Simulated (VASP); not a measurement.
NiMoIrPdW:

```
CELL_PARAMETERS angstrom
2.76616 0.00000 0.00000
-1.38308 2.39557 0.00000
0.00000 0.00000 11.02292
ATOMIC_POSITIONS crystal
Ni 0.33333 0.66667 0.59712
Mo 0.00000 0.00000 0.41074
Pd 0.66667 0.33333 0.79520
Ir 0.66667 0.33333 0.19960
W 0.33333 0.66667 0.99734
```

The cell was built by a generator and needn't be a form met in nature.

| Property | Result |
| --- | --- |
| Program | VASP 6.6.1 |
| Task | relaxation of cell and atoms |
| Functional | LDA |
| Potentials or basis | VASP PAW LDA potentials, release 64 (Ni, Mo_sv, Pd, Ir, W_sv) |
| Cutoff | 600 eV |
| k mesh | 11 × 11 × 3 |
| Occupations | fermi-dirac, width 0.05 eV |
| Spin | collinear spin, ferromagnetic start |
| Starting moments | [1.0, 1.0, 0.0, 0.6, 0.0] μB |

At the start: pressure -13.2 GPa; volume 14.61 Å³/atom.

Task: Where does the relaxation end?

Result: Over 14 steps the energy falls by 32.6 meV/atom and the volume is 13.87 Å³/atom (-5.1 %); space group P3m1 (No. 156, to 0.05 Å); moment 0.00 μB per cell.

The path:
```
step  energy change (eV)  largest force (eV/Å)  pressure (GPa)  volume (Å³)
   1              0.0000                0.1249          -13.25        73.04
   2              1.0958                1.3030           52.90        61.00
   3             -0.1543                0.2578           -0.70        69.68
   4             -0.1548                0.2706           -0.16        69.54
   5             -0.1548                0.2769            0.13        69.47
   6             -0.1602                0.1719            0.13        69.40
   7             -0.1624                0.0633            0.16        69.32
   8             -0.1627                0.0398           -0.56        69.46
   9             -0.1629                0.0282           -0.30        69.41
  10             -0.1628                0.0095            0.57        69.20
  11             -0.1630                0.0211            0.04        69.33
  12             -0.1630                0.0217            0.03        69.33
  13             -0.1630                0.0222            0.02        69.34
  14             -0.1631                0.0066           -0.02        69.34
```

Final structure:
```
CELL_PARAMETERS angstrom
2.72646 0.00000 0.00000
-1.36323 2.36118 0.00000
0.00000 0.00000 10.77052
ATOMIC_POSITIONS crystal
Ni 0.33333 0.66667 0.59800
Mo 0.00000 0.00000 0.41242
Pd 0.66667 0.33333 0.79260
Ir 0.66667 0.33333 0.20063
W 0.33333 0.66667 0.99635
```
